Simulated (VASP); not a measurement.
# Ca2Os3 (Pm-3m) in VASP: notebook

One crystal, Ca2Os3, is run at these levels: PBE; tasks: single point, relaxation of cell and atoms.

Program: VASP 6.6.1. These are calculated values, not measurements. Logs are shortened: lines on timing, memory, paths and dates and some standing lists are left out, and cuts for length are marked.

### 1 The undisturbed crystal

Symmetry: Pm-3m, No. 221, cubic system. Conventional cell: a = 4.772 Å, b = 4.772 Å, c = 4.772 Å, α = 90.00°, β = 90.00°, γ = 90.00°. Ca (site symmetry m-3m) is surrounded by 12 Os at 3.37 Å. Ca (site symmetry m-3m) has 6 Os at 2.39 Å as nearest neighbours. Os (site symmetry 4/mmm) is surrounded by 2 Ca at 2.39 Å.

The cell was built by a generator and needn't be a form met in nature.

### 2 Single point, PBE (random cell by space group and Wyckoff sites (Pm-3m, No. 221))

Input file INCAR:

```
PREC = Accurate
ENCUT = 520
EDIFF = 1E-7
ISMEAR = 0
SIGMA = 0.1
LREAL = F
LASPH = T
NELM = 100
ALGO = Normal
ISIF = 2
LWAVE = F
LCHARG = F
GGA = PE
NBANDS = 30
```

Input file KPOINTS:

```
Automatic mesh
0
Gamma
  8 8 8
```

Input file POSCAR:

```
Ca2Os3
1.0
    4.7721438330      0.0000000000      0.0000000000
    0.0000000000      4.7721438330      0.0000000000
    0.0000000000      0.0000000000      4.7721438330
Ca Os
2 3
Direct
    0.0000000000      0.0000000000      0.0000000000
    0.5000000000      0.5000000000      0.5000000000
    0.0000000000      0.5000000000      0.5000000000
    0.5000000000      0.0000000000      0.5000000000
    0.5000000000      0.5000000000      0.0000000000
```

Potentials or basis: VASP PAW PBE potentials, release 64 (Ca_sv, Os).

Started as:

```console
$ cat potpaw_PBE.64/Ca_sv/POTCAR potpaw_PBE.64/Os/POTCAR > POTCAR
$ mpirun -np 1 vasp_std > vasp.out
```

OUTCAR:

```text
PREC = Accurate
   ENCUT = 520
   EDIFF = 1E-7
   ISMEAR = 0
   LREAL = F
   LASPH = T
   NELM = 100
   ISIF = 2
   GGA = PE

 ion  position               nearest neighbor table
   1  0.000  0.000  0.000-
   2  0.500  0.500  0.500-   3 2.39   4 2.39   5 2.39   5 2.39   4 2.39   3 2.39
   3  0.000  0.500  0.500-   2 2.39   2 2.39   5 3.37   5 3.37   4 3.37   4 3.37   4 3.37   5 3.37
                             5 3.37   4 3.37
   4  0.500  0.000  0.500-   2 2.39   2 2.39   5 3.37   5 3.37   3 3.37   3 3.37   5 3.37   5 3.37
                             3 3.37   3 3.37
   5  0.500  0.500  0.000-   2 2.39   2 2.39   4 3.37   3 3.37   3 3.37   4 3.37   4 3.37   4 3.37
                             3 3.37   3 3.37

  LATTYP: Found a simple cubic cell.
 ALAT       =     4.7721438330

  Lattice vectors:

 A1 = (   4.7721438330,   0.0000000000,   0.0000000000)
 A2 = (   0.0000000000,   4.7721438330,   0.0000000000)
 A3 = (   0.0000000000,   0.0000000000,   4.7721438330)

Analysis of symmetry for initial positions (statically):
=====================================================================
 Subroutine PRICEL returns:
 Original cell was already a primitive cell.

 Routine SETGRP: Setting up the symmetry group for a
 simple cubic supercell.

 Subroutine GETGRP returns: Found 48 space group operations
 (whereof 48 operations were pure point group operations)
 out of a pool of 48 trial point group operations.

The static configuration has the point symmetry O_h .

Analysis of symmetry for dynamics (positions and initial velocities):
=====================================================================
 Subroutine PRICEL returns:
 Original cell was already a primitive cell.

 Routine SETGRP: Setting up the symmetry group for a
 simple cubic supercell.

 Subroutine GETGRP returns: Found 48 space group operations
 (whereof 48 operations were pure point group operations)
 out of a pool of 48 trial point group operations.

The dynamic configuration has the point symmetry O_h .

 Subroutine INISYM returns: Found 48 space group operations
 (whereof 48 operations are pure point group operations),
 and found     1 'primitive' translations

----------------------------------------------------------------------------------------

                                     Primitive cell

  volume of cell :     108.6777

  direct lattice vectors                    reciprocal lattice vectors
     4.772143833  0.000000000  0.000000000     0.209549426  0.000000000  0.000000000
     0.000000000  4.772143833  0.000000000     0.000000000  0.209549426  0.000000000
     0.000000000  0.000000000  4.772143833     0.000000000  0.000000000  0.209549426

  length of vectors
     4.772143833  4.772143833  4.772143833     0.209549426  0.209549426  0.209549426

  position of ions in fractional coordinates (direct lattice)
     0.000000000  0.000000000  0.000000000
     0.500000000  0.500000000  0.500000000
     0.000000000  0.500000000  0.500000000
     0.500000000  0.000000000  0.500000000
     0.500000000  0.500000000  0.000000000

  ion indices of the primitive-cell ions
   primitive index   ion index
                 1           1
                 2           2
                 3           3
                 4           4
                 5           5

----------------------------------------------------------------------------------------

 KPOINTS: Automatic mesh

Automatic generation of k-mesh.
 Grid dimensions read from file:
 generate k-points for:    8    8    8

 Generating k-lattice:

  Cartesian coordinates                     Fractional coordinates (reciprocal lattice)
     0.026193678  0.000000000  0.000000000     0.125000000  0.000000000  0.000000000
     0.000000000  0.026193678  0.000000000     0.000000000  0.125000000  0.000000000
     0.000000000  0.000000000  0.026193678     0.000000000  0.000000000  0.125000000

  Length of vectors
     0.026193678  0.026193678  0.026193678

  Shift w.r.t. Gamma in fractional coordinates (k-lattice)
     0.000000000  0.000000000  0.000000000

 Subroutine IBZKPT returns following result:
 ===========================================

 Found     35 irreducible k-points:

 Following reciprocal coordinates:
            Coordinates               Weight
  0.000000  0.000000  0.000000      1.000000
  0.125000  0.000000  0.000000      6.000000
  0.250000  0.000000  0.000000      6.000000
  0.375000  0.000000  0.000000      6.000000
  0.500000  0.000000  0.000000      3.000000
  0.125000  0.125000  0.000000     12.000000
[... 16 lines left out ...]
  0.375000  0.375000  0.125000     24.000000
  0.500000  0.375000  0.125000     24.000000
 [... further k-points ...]
   k-points           NKPTS =     35   k-points in BZ     NKDIM =     35   number of bands    NBANDS=     30
   number of dos      NEDOS =    301   number of ions     NIONS =      5
   total plane-waves  NPLWV =  46656
   dimension x,y,z NGX =    36 NGY =   36 NGZ =   36
   dimension x,y,z NGXF=    72 NGYF=   72 NGZF=   72
   ions per type =               2   3
   NGX,Y,Z   is equivalent  to a cutoff of  12.54, 12.54, 12.54 a.u.
   NGXF,Y,Z  is equivalent  to a cutoff of  25.08, 25.08, 25.08 a.u.
 SYSTEM =  unknown system
   PREC   = accura    normal or accurate (medium, high low for compatibility)
   ISTART =      0    job   : 0-new  1-cont  2-samecut
   ICHARG =      2    charge: 1-file 2-atom 10-const
   ISPIN  =      1    spin polarized calculation?
   LNONCOLLINEAR =      F non collinear calculations
   LSORBIT =      F    spin-orbit coupling
   LASPH  =      T    aspherical Exc in radial PAW
   ENCUT  =  520.0 eV  38.22 Ry    6.18 a.u.   8.87  8.87  8.87*2*pi/ulx,y,z
   NELM   =    100;   NELMIN=  2; NELMDL= -5     # of ELM steps
   EDIFF  = 0.1E-06   stopping-criterion for ELM
   LREAL  =      F    real-space projection
   EDIFFG = 0.1E-05   stopping-criterion for IOM
   NSW    =      0    number of steps for IOM
   IBRION =     -1    ionic relax: 0-MD 1-quasi-New 2-CG
   NFREE  =      0    steps in history (QN), initial steepest desc. (CG)
   ISIF   =      2    stress and relaxation
   ISYM   =      2    0-nonsym 1-usesym 2-fastsym
   POTIM  = 0.5000    time-step for ionic-motion
   TEBEG  =    0.0;   TEEND  =   0.0 temperature during run
   PSTRESS=    0.0 pullay stress
   NELECT =      44.0000    total number of electrons
   NUPDOWN=      -1.0000    fix difference up-down
   EMIN   =  10.00;   EMAX   =-10.00  energy-range for DOS
   EFERMI =   0.00;   METHOD = LEGACY
   ISMEAR =     0;   SIGMA  =   0.10  broadening in eV -4-tet -1-fermi 0-gaus
   EFERMI_NEDOS =   21; number of points for ismear=-14 and -15
   IALGO  =     38    algorithm
   IMIX   =      4    mixing-type and parameters
     AMIX     =   0.40;   BMIX     =  1.00
     AMIX_MAG =   1.60;   BMIX_MAG =  1.00
  volume/ion in A,a.u.               =      21.74       146.68
  Fermi-wavevector in a.u.,A,eV,Ry     =   1.211097  2.288641 19.956420  1.466756
  Thomas-Fermi vector in A             =   2.346623
   LORBIT       =      0    0 simple, 1 ext, 2 COOP (PROOUT), +10 PAW based schemes
   GGA     = PE    functional components
   LHFCALC =     F    Hartree Fock is set to
   AEXX    =    0.0000 exact exchange contribution
   IVDW    =     0    specifies the selected vdW correction
   LEPSILON=     F    determine dielectric tensor
   LRPA    =     F    only Hartree local field effects (RPA)
 non-spin polarized calculation
 Gauss-broadening in eV      SIGMA  =   0.10
  energy-cutoff  :      520.00
  volume of cell :      108.68
 maximum number of plane-waves:      2968
 NGX is ok and might be reduce to    36
   NGX = 17   NGY = 17   NGZ = 17

 number of electron      43.9999992 magnetization

 Free energy of the ion-electron system (eV)
  ---------------------------------------------------
  ext. energy  EPLUGINS =         0.00000000
  ---------------------------------------------------
  free energy    TOTEN  =       -25.24510129 eV

  energy without entropy =      -25.19817210  energy(sigma->0) =      -25.22163669

 E-fermi :   3.6296     XC(G=0): -10.7935

 val. band max:        3.6272295982   @ k =   0.2500   0.0000   0.0000
 cond. band min:       3.6314319945   @ k =   0.5000   0.5000   0.5000
 fundamental gap:      0.0042023964
 Fermi energy:         3.6296433790

 k-point     1 :       0.0000    0.0000    0.0000
  band No.  band energies     occupation
      1     -36.3001      2.00000
      2     -34.4339      2.00000
      3     -17.3066      2.00000
      4     -17.3066      2.00000
      5     -17.3066      2.00000
      6     -15.7423      2.00000
[... 22 lines left out ...]
     29       6.1709      0.00000
     30       9.4078      0.00000

 k-point     2 :       0.1250    0.0000    0.0000
  band No.  band energies     occupation
      1     -36.3000      2.00000
      2     -34.4288      2.00000
      3     -17.3085      2.00000
      4     -17.3066      2.00000
      5     -17.3066      2.00000
      6     -15.7971      2.00000
[... 22 lines left out ...]
     29       7.1170      0.00000
     30       9.2083      0.00000

 k-point     3 :       0.2500    0.0000    0.0000
  band No.  band energies     occupation
      1     -36.2999      2.00000
      2     -34.4163      2.00000
      3     -17.3133      2.00000
      4     -17.3068      2.00000
      5     -17.3068      2.00000
      6     -15.9267      2.00000
[... 22 lines left out ...]
     29       7.6881      0.00000
     30       8.3998      0.00000

 k-point     4 :       0.3750    0.0000    0.0000
  band No.  band energies     occupation
      1     -36.2997      2.00000
      2     -34.4038      2.00000
      3     -17.3181      2.00000
      4     -17.3069      2.00000
      5     -17.3069      2.00000
      6     -16.0527      2.00000
[... 616 lines left out ...]
     29       7.6707      0.00000
     30       8.5888      0.00000

 k-point    23 :       0.3750    0.3750    0.1250
  band No.  band energies     occupation
      1     -36.2995      2.00000
      2     -34.3686      2.00000
      3     -17.3168      2.00000
      4     -17.3161      2.00000
      5     -17.3085      2.00000
      6     -16.0685      2.00000
[... 22 lines left out ...]
     29       7.4864      0.00000
     30       8.5055      0.00000

 k-point    24 :       0.5000    0.3750    0.1250
  band No.  band energies     occupation
      1     -36.2994      2.00000
      2     -34.3634      2.00000
      3     -17.3180      2.00000
      4     -17.3162      2.00000
      5     -17.3085      2.00000
      6     -16.1192      2.00000
[... 22 lines left out ...]
     29       7.4562      0.00000
     30       8.4675      0.00000

 [... further k-points ...]

------------------------ aborting loop because EDIFF is reached ----------------------------------------

  FORCE on cell =-STRESS in cart. coord.  units (eV):
  Direction    XX          YY          ZZ          XY          YZ          ZX
  --------------------------------------------------------------------------------------
  -------------------------------------------------------------------------------------
  Total        0.4451616      0.4451616      0.4451616      0.0000000      0.0000000      0.0000000
  in kB        6.5627778      6.5627778      6.5627778      0.0000000      0.0000000      0.0000000
  external PRESSURE =       6.5627778 kB  Pullay stress =       0.0000000 kB

 VOLUME and BASIS-vectors are now :
 -----------------------------------------------------------------------------
  energy-cutoff  :      520.00
  volume of cell :      108.68
      direct lattice vectors                 reciprocal lattice vectors
     4.772143833  0.000000000  0.000000000     0.209549426  0.000000000  0.000000000
     0.000000000  4.772143833  0.000000000     0.000000000  0.209549426  0.000000000
     0.000000000  0.000000000  4.772143833     0.000000000  0.000000000  0.209549426

 POSITION                                       TOTAL-FORCE (eV/Angst)
 -----------------------------------------------------------------------------------
      0.00000      0.00000      0.00000         0.000000      0.000000      0.000000
      2.38607      2.38607      2.38607         0.000000      0.000000      0.000000
      0.00000      2.38607      2.38607         0.000000      0.000000      0.000000
      2.38607      0.00000      2.38607         0.000000      0.000000      0.000000
      2.38607      2.38607      0.00000         0.000000      0.000000      0.000000
 -----------------------------------------------------------------------------------
    total drift:                                0.000000      0.000000      0.000000

  FREE ENERGIE OF THE ION-ELECTRON SYSTEM (eV)
  ---------------------------------------------------
  free  energy   TOTEN  =       -25.2451012906 eV

  energy  without entropy=      -25.1981720993  energy(sigma->0) =      -25.22163669
```

Run time: 95 s. Hardware: 1 thread of Intel Xeon Platinum 8488C (Sapphire Rapids), shared host; peak memory 0.26 GiB.

What came out:

```
Free energy            : -25.2451 eV
Pressure               : 0.7 GPa
Band gap on the k mesh : none (metal or under the smearing width)
```

Spin-orbit coupling is left out, which matters for the levels of Os.

(Continued in part 2 of 2.)
